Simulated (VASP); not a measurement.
Here is a VASP 6.6.1 calculation.

The input INCAR:

```
PREC     = Accurate       # precision mode
ENCUT    = 520            # plane-wave cutoff, eV
EDIFF    = 1E-7           # SCF threshold, eV
ISMEAR   = 0              # smearing method
SIGMA    = 0.15           # smearing width, eV
LREAL    = False          # projectors in reciprocal space
LASPH    = True           # aspherical terms in the spheres
NELM     = 100            # most SCF steps
ALGO     = Fast           # electronic algorithm
ISIF     = 2              # what is computed and relaxed
LWAVE    = False          # write WAVECAR
LCHARG   = False          # write CHGCAR
GGA      = CA             # functional
NBANDS   = 12             # bands
```

Contents of KPOINTS:

```
regular mesh
0
Gamma
  24 24 24
```

POSCAR

```
Zn
1.0
   -1.4885160776      1.5700786024      1.5700786024
    1.5700786024     -1.4885160776      1.5700786024
    1.5700786024      1.5700786024     -1.4885160776
Zn
1
Direct
    0.0000000000      0.0000000000      0.0000000000
```

Potentials or basis: VASP PAW LDA potentials, release 64 (Zn).

Launch:

```console
$ cat potpaw_LDA.64/Zn/POTCAR > POTCAR
$ mpirun -np 1 vasp_std > vasp.out
```

(1) Estimate the band gap on the k mesh.

(2) What does it give for the pressure?

## Answers

(1) none (metal or under the smearing width).

(2) -7.6 GPa.
